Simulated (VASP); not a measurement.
All values below come from revPBE GGA, VASP's PBE PAW potentials (set 64) (plane waves; VASP 6.6.1).

The input files of a VASP run:

INCAR:
```
! general
SYSTEM =CdS
PREC   =Accurate
ENCUT  =520
LREAL  =.False.
LASPH  =.True.

! electronic loop
EDIFF  =1E-6
NELM   =100
ALGO   =Normal
LMAXMIX=4

! smearing
ISMEAR =0
SIGMA  =0.05

! functional
GGA    =RE

! ions
IBRION =2
NSW    =60
ISIF   =3
EDIFFG =-0.01

! output
LWAVE  =.False.
LCHARG =.False.
```

### KPOINTS
```
Automatic mesh
0
Gamma
7 7 7
0 0 0
```

**POSCAR**
```
CdS
1
   -0.0000000000     2.9969635916     2.9969635916
    2.9969635916    -0.0000000000     2.9969635916
    2.9969635916     2.9969635916    -0.0000000000
Cd S
1 1
Direct
  0.0000000000   0.0000000000   0.0000000000
  0.2500000000   0.2500000000   0.2500000000
```

POTCAR, in this order: Cd S (PBE.64 set). Program: vasp_std.

The resulting files:

File OSZICAR:
```
       N       E                     dE             d eps       ncg     rms          rms(c)
DAV:   1     0.110314754913E+03    0.11031E+03   -0.91544E+03   536   0.126E+03
DAV:   2    -0.111958993435E+01   -0.11143E+03   -0.10611E+03   630   0.295E+02
DAV:   3    -0.611021125011E+01   -0.49906E+01   -0.49758E+01   595   0.646E+01
DAV:   4    -0.615074862212E+01   -0.40537E-01   -0.40532E-01   610   0.577E+00
DAV:   5    -0.615136891208E+01   -0.62029E-03   -0.62029E-03   595   0.695E-01    0.743E+00
DAV:   6    -0.560211958134E+01    0.54925E+00   -0.10821E+00   690   0.131E+01    0.600E+00
DAV:   7    -0.558752238712E+01    0.14597E-01   -0.21480E-01   540   0.366E+00    0.309E+00
DAV:   8    -0.559093724765E+01   -0.34149E-02   -0.19978E-02   575   0.207E+00    0.295E-01
DAV:   9    -0.559121120876E+01   -0.27396E-03   -0.27119E-03   600   0.792E-01    0.744E-02
DAV:  10    -0.559161500448E+01   -0.40380E-03   -0.45062E-04   555   0.194E-01    0.926E-02
DAV:  11    -0.559183416305E+01   -0.21916E-03   -0.43846E-04   540   0.171E-01    0.245E-02
DAV:  12    -0.559181960927E+01    0.14554E-04   -0.42865E-05   650   0.958E-02    0.107E-02
DAV:  13    -0.559182371594E+01   -0.41067E-05   -0.91640E-06   535   0.197E-02    0.976E-03
DAV:  14    -0.559182395035E+01   -0.23441E-06   -0.12505E-06   536   0.736E-03
   1 F= -.55918240E+01 E0= -.55918240E+01  d E =-.559182E+01
```

OUTCAR:
```
------------------------ aborting loop because EDIFF is reached ----------------------------------------
  FORCE on cell =-STRESS in cart. coord.  units (eV):
  Direction    XX          YY          ZZ          XY          YZ          ZX
  --------------------------------------------------------------------------------------
  Total        0.0118535      0.0118535      0.0118535      0.0000000      0.0000000      0.0000000
  in kB        0.3527634      0.3527634      0.3527634      0.0000000      0.0000000      0.0000000
  external PRESSURE =       0.3527634 kB  Pullay stress =       0.0000000 kB
  volume of cell :       53.84
      direct lattice vectors                 reciprocal lattice vectors
     0.000000000  2.996963592  2.996963592    -0.166835527  0.166835527  0.166835527
     2.996963592  0.000000000  2.996963592     0.166835527 -0.166835527  0.166835527
     2.996963592  2.996963592  0.000000000     0.166835527  0.166835527 -0.166835527
  FREE ENERGIE OF THE ION-ELECTRON SYSTEM (eV)
  ---------------------------------------------------
  free  energy   TOTEN  =        -5.5918239504 eV

  energy  without entropy=       -5.5918239504  energy(sigma->0) =       -5.59182395

 reached required accuracy - stopping structural energy minimisation
```
(Selected blocks of OUTCAR.)

The compound is CdS in the zinc blende structure, a metastable form; wurtzite is the usual one. It was relaxed first, which changed the volume by +9 %. The start is the result of an earlier pass.
